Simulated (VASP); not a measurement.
OSZICAR of a VASP run on TiO$_{2}$ (anatase):

OSZICAR:
```
       N       E                     dE             d eps       ncg     rms          rms(c)
DAV:   1     0.684568722459E+03    0.68457E+03   -0.25076E+04  2240   0.198E+03
DAV:   2     0.457614802735E+02   -0.63881E+03   -0.61773E+03  2524   0.573E+02
DAV:   3    -0.658329735113E+02   -0.11159E+03   -0.10945E+03  3404   0.215E+02
DAV:   4    -0.710757294099E+02   -0.52428E+01   -0.52379E+01  3160   0.491E+01
DAV:   5    -0.713028589235E+02   -0.22713E+00   -0.22708E+00  3100   0.812E+00    0.321E+01
DAV:   6    -0.544731452981E+02    0.16830E+02   -0.12285E+02  2892   0.104E+02    0.123E+01
DAV:   7    -0.539666147262E+02    0.50653E+00   -0.18415E+01  2940   0.335E+01    0.785E+00
DAV:   8    -0.540246135359E+02   -0.57999E-01   -0.44092E+00  2852   0.194E+01    0.403E+00
DAV:   9    -0.538516743140E+02    0.17294E+00   -0.15671E+00  3036   0.108E+01    0.104E+00
DAV:  10    -0.538643607530E+02   -0.12686E-01   -0.10877E-01  2672   0.251E+00    0.324E-01
DAV:  11    -0.538626135293E+02    0.17472E-02   -0.13044E-02  2800   0.725E-01    0.712E-02
DAV:  12    -0.538628173349E+02   -0.20381E-03   -0.13552E-03  3020   0.342E-01    0.986E-02
DAV:  13    -0.538627278267E+02    0.89508E-04   -0.51031E-04  3140   0.191E-01    0.161E-02
DAV:  14    -0.538627327856E+02   -0.49589E-05   -0.33307E-05  3156   0.448E-02    0.110E-02
DAV:  15    -0.538627325239E+02    0.26172E-06   -0.10406E-05  3164   0.320E-02    0.350E-03
DAV:  16    -0.538627324457E+02    0.78166E-07   -0.81819E-07  1540   0.102E-02
   1 F= -.53862732E+02 E0= -.53862732E+02  d E =-.538627E+02
       N       E                     dE             d eps       ncg     rms          rms(c)
DAV:   1    -0.538642566328E+02   -0.15241E-02   -0.16277E-01  2280   0.368E+00    0.271E-01
DAV:   2    -0.538638379674E+02    0.41867E-03   -0.77049E-03  2700   0.734E-01    0.148E-01
DAV:   3    -0.538634618062E+02    0.37616E-03   -0.17733E-03  2928   0.350E-01    0.472E-02
DAV:   4    -0.538634523188E+02    0.94875E-05   -0.26624E-04  3052   0.106E-01    0.328E-02
DAV:   5    -0.538634513785E+02    0.94030E-06   -0.16633E-05  3052   0.434E-02    0.178E-02
DAV:   6    -0.538634524413E+02   -0.10628E-05   -0.10104E-05  3576   0.237E-02    0.616E-03
DAV:   7    -0.538634524534E+02   -0.12098E-07   -0.94734E-07  1492   0.979E-03
   2 F= -.53863452E+02 E0= -.53863452E+02  d E =-.720008E-03
       N       E                     dE             d eps       ncg     rms          rms(c)
DAV:   1    -0.538716477858E+02   -0.81953E-02   -0.14601E+00  2240   0.110E+01    0.809E-01
DAV:   2    -0.538678839637E+02    0.37638E-02   -0.69047E-02  2668   0.220E+00    0.442E-01
DAV:   3    -0.538645546333E+02    0.33293E-02   -0.16166E-02  2824   0.103E+00    0.143E-01
DAV:   4    -0.538644445356E+02    0.11010E-03   -0.25552E-03  3152   0.327E-01    0.102E-01
DAV:   5    -0.538644416503E+02    0.28853E-05   -0.14692E-04  2884   0.130E-01    0.554E-02
DAV:   6    -0.538644592618E+02   -0.17611E-04   -0.92482E-05  3652   0.742E-02    0.177E-02
DAV:   7    -0.538644616078E+02   -0.23460E-05   -0.96304E-06  2644   0.271E-02    0.576E-03
DAV:   8    -0.538644616758E+02   -0.67986E-07   -0.10955E-06  1520   0.950E-03
   3 F= -.53864462E+02 E0= -.53864462E+02  d E =-.172923E-02
       N       E                     dE             d eps       ncg     rms          rms(c)
DAV:   1    -0.538648799892E+02   -0.41838E-03   -0.50961E-02  2240   0.195E+00    0.124E-01
DAV:   2    -0.538648624860E+02    0.17503E-04   -0.20724E-03  2732   0.370E-01    0.624E-02
DAV:   3    -0.538648060927E+02    0.56393E-04   -0.25213E-04  3100   0.122E-01    0.190E-02
DAV:   4    -0.538648036731E+02    0.24196E-05   -0.48951E-05  3468   0.495E-02    0.127E-02
DAV:   5    -0.538648041023E+02   -0.42929E-06   -0.54087E-06  2520   0.216E-02
   4 F= -.53864804E+02 E0= -.53864804E+02  d E =-.342427E-03
       N       E                     dE             d eps       ncg     rms          rms(c)
DAV:   1    -0.538658804854E+02   -0.10768E-02   -0.45854E-01  2240   0.584E+00    0.373E-01
DAV:   2    -0.538657239439E+02    0.15654E-03   -0.18494E-02  2696   0.110E+00    0.187E-01
DAV:   3    -0.538652177321E+02    0.50621E-03   -0.22221E-03  3088   0.368E-01    0.526E-02
DAV:   4    -0.538652041593E+02    0.13573E-04   -0.40262E-04  3456   0.136E-01    0.378E-02
DAV:   5    -0.538652055237E+02   -0.13644E-05   -0.46728E-05  2996   0.629E-02    0.204E-02
DAV:   6    -0.538652121998E+02   -0.66761E-05   -0.16883E-05  3724   0.297E-02    0.753E-03
DAV:   7    -0.538652126902E+02   -0.49036E-06   -0.23738E-06  1820   0.128E-02
   5 F= -.53865213E+02 E0= -.53865213E+02  d E =-.751014E-03
```

Q: Which electronic solver shows in the log?

A: It is blocked Davidson (ALGO = Normal, or the opening steps of other solvers). The INCAR had ALGO = Normal.

Q: Can the final energy be trusted as converged?

A: The run converged. It stopped with EDIFF = 1E-6, NELM = 100, NSW = 60 and EDIFFG = -0.02 after 5 ionic steps (PBE GGA, plane waves, VASP's PBE PAW potentials (set 64)).

The compound is TiO2 in the anatase structure, one of several forms; rutile is the usual stable one. This run relaxes it. Symmetry was kept, so distortions that lower it aren't found. The start is the result of an earlier pass.
